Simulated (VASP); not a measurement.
Given:

```
CELL_PARAMETERS angstrom
      5.49779     0.00000     0.00000
      0.00000     3.04673     0.00000
      0.00000     0.00000     6.32933
ATOMIC_POSITIONS crystal
  Si 0.18521 0.25000 0.44343
  Si 0.81479 0.75000 0.55657
  Si 0.31479 0.75000 0.94343
  Si 0.68521 0.25000 0.05657
  Rh 0.00312 0.25000 0.79813
  Rh 0.99688 0.75000 0.20187
  Rh 0.49688 0.75000 0.29813
  Rh 0.50312 0.25000 0.70187
```

Method: LDA (Ceperley-Alder, Perdew-Zunger), VASP's LDA PAW potentials (set 64) (plane waves; VASP). Settings: 400 eV cut-off, Gaussian smearing of 0.050 eV, potentials Si Rh_pv.

**Question.** Give the energies of bands 31 to 44 at the high-symmetry points, in eV from the Fermi level.

**Answer.** 
```
band      Γ      X      S      Y      Z      U      R      T
----  -----  -----  -----  -----  -----  -----  -----  -----
31    -2.74  -2.94  -2.80  -1.88  -2.21  -2.63  -2.43  -2.44
32    -2.67  -2.94  -2.80  -1.88  -2.21  -2.63  -2.43  -2.44
33    -2.31  -2.12  -0.71  -1.77  -2.02  -2.10  -1.96  -1.74
34    -1.90  -2.12  -0.71  -1.77  -2.02  -2.10  -1.96  -1.74
35    -1.64  -1.69  -0.71  -1.00  -1.76  -1.74  -1.96  -1.44
36    -1.30  -1.69  -0.71  -1.00  -1.76  -1.74  -1.96  -1.44
37    -1.16  -1.42  -0.11  -0.07  -1.29  -0.88  -0.05  -0.50
38    -0.66  -1.42  -0.11  -0.07  -1.29  -0.88  -0.05  -0.50
39     0.14   1.96  -0.11   0.04   0.99   1.77  -0.05   0.20
40     2.04   1.96  -0.11   0.04   0.99   1.77  -0.05   0.20
41     2.20   3.98   2.20   0.99   3.89   3.91   3.40   1.37
42     2.85   3.98   2.20   0.99   3.89   3.91   3.40   1.37
43     4.86   4.06   2.20   3.31   4.05   4.23   3.40   3.87
44     5.10   4.06   2.20   3.31   4.05   4.23   3.40   3.88
```

It has no gap at this level: it comes out as a metal or semimetal.

The structure comes from a computed database's SiRh entry (Pnma); how it stands against other phases isn't given here. It was relaxed first.
